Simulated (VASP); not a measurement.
Given:

```yaml
crystal:
  lattice:
    - [0.00000, 3.06225, 3.06225]
    - [3.06225, 0.00000, 3.06225]
    - [3.06225, 3.06225, 0.00000]
  atoms:
    - { symbol: Cd, position: [0.00000, 0.00000, 0.00000] }
    - { symbol: Se, position: [0.25000, 0.25000, 0.25000] }
```

All values below come from PBE GGA with D4 dispersion, VASP's PBE PAW potentials (set 64) (plane waves; VASP). Run with 520 eV cut-off, 8×8×8 Γ-centred mesh, tetrahedra with Blöchl corrections, potentials Cd Se.

Q: What does the run give for the energy per atom (σ→0), band gap (on the k-mesh) with the smallest direct gap where there is one?

A: 
- band gap (on the k-mesh) = 0.57 eV
- smallest direct gap (on the k-mesh) = 0.57 eV
- energy per atom (σ→0) = -3059 meV/atom

The absolute energy has meaning only against runs of the same code, potentials and settings.

The compound is CdSe in the zinc blende structure, whereas wurtzite is the usual form. It was relaxed first.
